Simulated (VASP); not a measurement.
An input for Quantum ESPRESSO's pw.x (written as the equivalent of a VASP run, and not itself run):

```
&CONTROL
  calculation = 'vc-relax'
  pseudo_dir = './pseudo'
  outdir = './out'
  tprnfor = .true.
  tstress = .true.
  nstep = 40
  forc_conv_thr = 0.00078
/
&SYSTEM
  ibrav = 0
  nat = 2
  ntyp = 2
  ecutwfc = 44
  occupations = 'smearing'
  smearing = 'gaussian'
  degauss = 0.003675
  input_dft = 'pbesol'
/
&ELECTRONS
  conv_thr = 7.3e-08
  electron_maxstep = 100
/
&IONS
/
&CELL
  press = 50
/
ATOMIC_SPECIES
  Al 26.982 Al.upf
  P 30.974 P.upf
CELL_PARAMETERS angstrom
     0.0000000    2.7356119    2.7356119
     2.7356119    0.0000000    2.7356119
     2.7356119    2.7356119    0.0000000
ATOMIC_POSITIONS crystal
  Al   0.0000000  0.0000000  0.0000000
  P    0.2500000  0.2500000  0.2500000
K_POINTS automatic
  8 8 8 0 0 0
```

Q: Write the VASP files for the same calculation (PBEsol).

A: This is not unique; one that fits is 
**POSCAR**
```
AlP
1
    0.0000000000     2.7356119442     2.7356119442
    2.7356119442     0.0000000000     2.7356119442
    2.7356119442     2.7356119442     0.0000000000
Al P
1 1
Direct
  0.0000000000   0.0000000000   0.0000000000
  0.2500000000   0.2500000000   0.2500000000
```

**INCAR**
```
LASPH = .True.
LREAL = .False.
SYSTEM = AlP
NSW = 40   ! most ionic steps
ALGO = Normal
ISMEAR = 0   ! Gaussian
LCHARG = .False.
EDIFF = 1E-6
SIGMA = 0.05
PSTRESS = 50   ! kbar
EDIFFG = -0.02
IBRION = 2
PREC = Accurate
GGA = PS
ENCUT = 500
NELM = 100
ISIF = 3   ! ions, shape and volume
LWAVE = .False.
```

### KPOINTS
```
Regular mesh
0
G
8 8 8
```

POTCAR, in this order: Al P (PBE.64 set). Program: vasp_std.

What does not carry over: the potentials are each code's own (VASP's PAW set, PseudoDojo norm-conserving files in pw.x), so ENCUT and ecutwfc are chosen apart and not converted; conv_thr bounds pw.x's estimated SCF error, while EDIFF bounds the energy change between steps; forc_conv_thr acts on force components and is met together with etot_conv_thr.

The compound is AlP in the zinc blende structure. This run relaxes it under an external pressure of 5 GPa. Symmetry was kept, so distortions that lower it aren't found.
